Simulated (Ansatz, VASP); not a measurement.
# BaAlGeH in two plane-wave programs, part 2 of 2

Wanted: the spread between two codes on one cell, functional and k mesh. The cell is taken from a series of runs on this material, whose earlier steps may have relaxed, scaled, displaced or heated it; both programs get it as it stands.

VASP 6.6.1 and Ansatz 0.2.0.

So far: Set-up; VASP: dielectric response, PBEsol.

## (3) Ansatz: dielectric response, PBEsol

Level of this step: Ansatz beside VASP: Kohn-Sham DFT, plane waves, PBEsol (Ansatz).

Ansatz runs on its default PAW (the set named soft_2) files.

The same cell, functional and mesh now go to Ansatz, which takes its cutoff from its data sets.

input.yaml

```yaml
crystal:
  lattice:
    - [4.34484, 0.0, 0.0]
    - [-2.17242, 3.7627418154, 0.0]
    - [0.0, 0.0, 5.21606]
  atoms:
    - { symbol: Ba, position: [0.0, 0.0, 0.0] }
    - { symbol: Al, position: [0.6666666667, 0.3333333333, 0.5395] }
    - { symbol: Ge, position: [0.3333333333, 0.6666666667, 0.4551] }
    - { symbol: H, position: [0.6666666667, 0.3333333333, 0.8703] }
kpoints:
  mp_grid: { grid: [6, 6, 4] }
hamiltonian:
  xc: pbesol
scf:
  occupations: { method: fixed }
dielectric: {}
```

On the command line:

```sh
$ ansatz run input.yaml --threads 4 --pin off --max-ram 7372MiB --backend cpu --events-out ev --progress --plain --runs-dir out
```

Numbers of over 12 decimals in the logs are rounded to 6 here.

Log:

```text
Engine: ansatz 0.2.0, x86_64-unknown-linux-gnu
Pseudopotentials: kind: paw
Pseudopotential: Ba, paw, valence charge 10, recommended cutoff 420 eV (normal), Ba.paw.azcp
Pseudopotential: Al, paw, valence charge 3, recommended cutoff 420 eV (normal), Al.paw.azcp
Pseudopotential: Ge, paw, valence charge 14, recommended cutoff 420 eV (normal), Ge.paw.azcp
Pseudopotential: H, paw, valence charge 1, recommended cutoff 420 eV (normal), H.paw.azcp
Functional definition: PBEsol
  exchange = pbesol_x
  correlation = pbesol_c
Crystal: 4 atoms, lattice volume = 85.275 Å³
Basis set: ecut = 420 eV, 1691 PW (Γ), exchange–correlation on 60×60×72 points (8 copies of the dense FFT grid, shifted against one another)
Bands: 18, of which v1, the nominal top of the filled ones, is band 14 counted from 1 (13 counted from 0)
Symmetry: 6 space group operations
k-points: 47 of 144 (irreducible under 2 space group operations, time reversal used)
Non-local potential: Ba, projectors of the file, l = 0: 3, l = 1: 2, l = 2: 2, l = 3: 2
Non-local potential: Al, projectors of the file, l = 0: 2, l = 1: 2, l = 2: 1
Non-local potential: Ge, projectors of the file, l = 0: 2, l = 1: 2, l = 2: 3, l = 3: 1
Non-local potential: H, projectors of the file, l = 0: 2, l = 1: 1
PAW form: soft (Blöchl's): semilocal exchange-correlation on the pseudo side does not see the compensation charge
PAW frozen core: Ba, regenerated for the run's functional, and the local potential with it (the file was generated under x = pbe(κ = 0.804, μ = 0.219515), c = pbe(β = 0.066725))
PAW frozen core: Al, regenerated for the run's functional, and the local potential with it (the file was generated under x = pbe(κ = 0.804, μ = 0.219515), c = pbe(β = 0.066725))
PAW frozen core: Ge, regenerated for the run's functional, and the local potential with it (the file was generated under x = pbe(κ = 0.804, μ = 0.219515), c = pbe(β = 0.066725))
PAW one-centre angular grid: Ba, 194 points (default); XC on 64 Gauss nodes
PAW one-centre angular grid: Al, 110 points (default); XC on 64 Gauss nodes
PAW one-centre angular grid: Ge, 590 points (default); XC on 64 Gauss nodes
PAW one-centre angular grid: H, 110 points (default); XC on 64 Gauss nodes
Initial density: superposition of atomic densities (neutral atoms: chi_scale 0, normalization atom), corrected by the library's trained network
Initial wavefunctions: pseudopotential atomic-orbital guess
Functional: x = pbesol(κ = 0.804, μ = 0.123457), c = pbesol(β = 0.046)
SCF iter   1: F=—  HF=-10658.540561 eV  |F-HF|=—  |Δ(HF+E_count)|=         —  Δρ=4.12e-3  dr2=1.63e-2  ethr=1.77e-3  ⟨swp⟩=4.5  Hψ=3849  notcnv=0  defer=85
preconditioner: auto → Resta (q_TF=auto, 2.266 Å⁻¹)  ε∞=3.6  [insulator: Δε(μ)=0.770 eV  Ē_g=9.977 eV  n_scr=20 (ndim 8)  ℏωp=16.1 eV  f_vac=0.000  ε∞_Penn≈3.6]
SCF iter   2: F=—  HF=-10658.535489 eV  |F-HF|=—  |Δ(HF+E_count)|=   5.07e-3  Δρ=2.05e-3  dr2=4.44e-3  ethr=5.83e-5  ⟨swp⟩=2.4  Hψ=1459  notcnv=0  defer=91
SCF iter   3: F=—  HF=-10658.534368 eV  |F-HF|=—  |Δ(HF+E_count)|=   1.12e-3  Δρ=2.80e-4  dr2=6.66e-5  ethr=1.58e-5  ⟨swp⟩=3.0  Hψ=1242  notcnv=0  defer=91
SCF iter   4: F=—  HF=-10658.534368 eV  |F-HF|=—  |Δ(HF+E_count)|=   6.46e-7  Δρ=1.02e-4  dr2=1.12e-5  ethr=2.38e-7  ⟨swp⟩=2.0  Hψ=1457  notcnv=0  defer=91
SCF iter   5: F=—  HF=-10658.534371 eV  |F-HF|=—  |Δ(HF+E_count)|=   2.93e-6  Δρ=4.01e-5  dr2=2.02e-6  ethr=4.01e-8  ⟨swp⟩=2.0  Hψ=1457  notcnv=0  defer=4
SCF iter   6: F=—  HF=-10658.534367 eV  |F-HF|=—  |Δ(HF+E_count)|=   3.16e-6  Δρ=1.09e-5  dr2=9.02e-8  ethr=7.20e-9  ⟨swp⟩=2.0  Hψ=1457  notcnv=0  defer=2
SCF iter   7: F=—  HF=-10658.534367 eV  |F-HF|=—  |Δ(HF+E_count)|=   3.10e-8  Δρ=2.16e-6  dr2=3.93e-9  ethr=3.22e-10  ⟨swp⟩=2.0  Hψ=1435  notcnv=0  defer=2
SCF iter   8: F=-10658.534367 eV  HF=-10658.534367 eV  |F-HF|=1.09e-11  |Δ(HF+E_count)|=   2.07e-9  Δρ=2.71e-7  dr2=8.32e-11  ethr=1.00e-12  ⟨swp⟩=4.5  Hψ=4129  notcnv=0
SCF 1 converged in 8 iterations: F = -10658.534367 eV  dr2 = 8.32e-11
  greatest PAW one-centre occupation: 0.998 electrons in one spin orbital (limit 2), on the Ge atom at site 2 (counted from 0), in its partial waves of l = 2
DFPT response loops at Γ: preconditioner auto → Resta (q_TF=auto, 2.266 Å⁻¹)  ε∞=8.6 (no band partly filled); β = 1.00, the filter's whole step (`scf.mixing.beta` (0.50) is not read by the response loops at its default; to damp them type it under 1.00, their step now; it binds the ground state too); Broyden in place of MSR1
── the response to a field inside a basis, on 12×12×8 k-points: an SCF that follows is theirs, and a resumed run solves both again ──
Bands: 15, of which v1, the nominal top of the filled ones, is band 14 counted from 1 (13 counted from 0)
k-points: 312
Initial density: handed on by an earlier stage of this run
Initial wavefunctions: pseudopotential atomic-orbital guess (no wavefunctions were taken with the density)
Eigensolver: Dense (312 Hₖ)
SCF iter   1: F=—  HF=-10658.539260 eV  |F-HF|=—  |Δ(HF+E_count)|=         —  Δρ=2.63e-4  dr2=6.64e-5  ethr=1.00e-1
preconditioner: auto → Resta (q_TF=auto, 2.266 Å⁻¹)  ε∞=4.4  [insulator: Δε(μ)=0.714 eV  Ē_g=8.722 eV  n_scr=20 (ndim 8)  ℏωp=16.1 eV  f_vac=0.000  ε∞_Penn≈4.4]
SCF iter   2: F=—  HF=-10658.539248 eV  |F-HF|=—  |Δ(HF+E_count)|=   1.23e-5  Δρ=1.42e-4  dr2=1.69e-5  ethr=2.37e-7
SCF iter   3: F=—  HF=-10658.539245 eV  |F-HF|=—  |Δ(HF+E_count)|=   2.22e-6  Δρ=3.34e-5  dr2=1.00e-6  ethr=6.04e-8
SCF iter   4: F=—  HF=-10658.539245 eV  |F-HF|=—  |Δ(HF+E_count)|=   5.38e-7  Δρ=1.04e-5  dr2=1.38e-7  ethr=3.58e-9
SCF iter   5: F=-10658.539245 eV  HF=-10658.539245 eV  |F-HF|=3.17e-10  |Δ(HF+E_count)|=   8.59e-9  Δρ=1.81e-6  dr2=4.47e-9  ethr=4.93e-10
SCF 1 converged in 5 iterations: F = -10658.539245 eV  dr2 = 4.47e-9
DFPT response loops at Γ: preconditioner auto → Resta (q_TF=auto, 2.266 Å⁻¹)  ε∞=9.2 (no band partly filled); β = 1.00, the filter's whole step (`scf.mixing.beta` (0.50) is not read by the response loops at its default; to damp them type it under 1.00, their step now; it binds the ground state too); Broyden in place of MSR1
SCF converged after 8 iterations
Free energy (F): -10658.534367 eV
Harris-Foulkes:  -10658.534367 eV  (|F-HF|=1.09e-11)
Internal energy: -10658.534367 eV  (E = F + TS)
E sigma→0 (E₀):  -10658.534367 eV
Fermi energy:    7.527645 eV
--- Per-component energies (eV) ---
  E_band       = -186.554899
  E_kinetic    = 316.894522
  E_local      = -2991.530825  (includes V_loc(G=0)·N_el)
  E_nonlocal   = 490.051674
  E_hartree    = 1297.316533
  E_xc         = -290.481296
  E_vxc        = -241.634831  (∫ρ·V_xc dr)
  E_paw        = -7574.981061  (= ΣΔE_a)
  E_vpaw       = -354.967651  (= ΣTr[D̂ρ^β])
  E_aug_tail   = -0.000957  (compensation charges beyond the density's cutoff)
  E_ewald      = -1906.891466
  E_core_change = 1.088508  (= ΣΔE_core)
  E_smearing   = -0.000000  (= −TS)
  E_closure    = 0.000000  (closes the sum)
  Σ components = -10658.534367   (vs F -10658.534367, Δ=0.00e0)
--- Band table (eV; the first three rows and the last of 47) ---
  k-point 0: bands = [... 10 lower, 3.3016, 6.7984, 7.1456, 7.1456, 8.6851, 10.7981, 10.7981, 11.9020]
  k-point 1: bands = [... 10 lower, 2.8337, 7.1125, 7.3022, 7.3022, 8.8679, 9.9534, 9.9534, 10.8853]
  k-point 2: bands = [... 10 lower, 2.3252, 7.4979, 7.4979, 7.5276, 8.9069, 9.5044, 9.5044, 10.2427]
  k-point 46: bands = [... 10 lower, 2.0286, 4.6971, 5.4751, 7.0572, 9.3532, 10.4287, 11.1212, 12.1680]
--- Dielectric response (ions clamped): 3 representative field directions + reference, inside a basis on a mesh of 1152 k-points (Σ response iterations 15) ---
  ε∞ (high-frequency dielectric tensor):
       16.370390     0.000000     0.000000
        0.000000    16.370390    -0.000000
        0.000000    -0.000000    12.831336
  Born effective charges Z* (e; rows j = field, columns β = displacement):
    site 0:
         1.86389   -0.00000   -0.00000
        -0.00000    1.86389    0.00000
         0.00000    0.00000    2.46147
    site 1:
         2.40882    0.00000   -0.00000
        -0.00000    2.40882    0.00000
         0.00000   -0.00000    1.20146
    site 2:
        -2.86293    0.00000    0.00000
         0.00000   -2.86293   -0.00000
        -0.00000   -0.00000   -2.03603
    site 3:
        -1.40978   -0.00000   -0.00000
        -0.00000   -1.40978    0.00000
         0.00000   -0.00000   -1.62691
  Z* charge neutrality: 1.077e-3 e pre-enforcement
  solved inside a basis spanned on kpoints, on 12×12×8 k-points transformed towards the longest dipole: ε∞ is read to err by 6.9e-2, Z* by 2.3e-2 e (field_mesh: kpoints solves on kpoints); Z* is corrected for what the basis lacks
```

Reading the cycles: dr2 is the Hartree energy of the density residual (eV), the measure of convergence; HF is the Harris–Foulkes estimate of the energy, which meets the free energy F at convergence.

## (4) Differences

Known differences besides the potentials themselves: fixed occupations in Ansatz, narrow Gaussian smearing in VASP; VASP's response is taken on the typed mesh, Ansatz refines its own for the field response alone; the cutoff is 420 eV in Ansatz and 410 eV in VASP; Ansatz makes its cores anew for this functional, VASP keeps those of its PBE data sets. Total energies have different zeros and are not compared.

The two programs side by side:

```
quantity  Ansatz   VASP  difference
   ε∞ xx   16.37  19.15    -14.52 %
   ε∞ yy   16.37  19.15    -14.52 %
   ε∞ zz   12.83  13.60     -5.65 %
```

## (5) Summary of results

| Quantity | Value |
| --- | --- |
| difference in ε∞ xx (dielectric response, PBEsol) | -15 % |

**Reading.** The difference in ε∞ xx is -15 % (dielectric response, PBEsol), beyond the 5 % picked in this series as the mark of a large difference. What causes the difference of the dielectric response, PBEsol pair stays open here. Such differences can come from data sets, numerical settings and the points named under the comparisons, not from the functional's error against experiment.

[Lines on the potential files, build, host, timing and source positions are cut from VASP's logs without a mark.]

[Logs are printed without paths, hosts, clocks, repeated set-up lines and the standing remarks that a program may print on its own settings, such as how far it seeks lower states.]

[Hosts, paths, dates, database ids (printed as entryN), source tags and the programs' standing remarks are cut or masked in the printed files.]
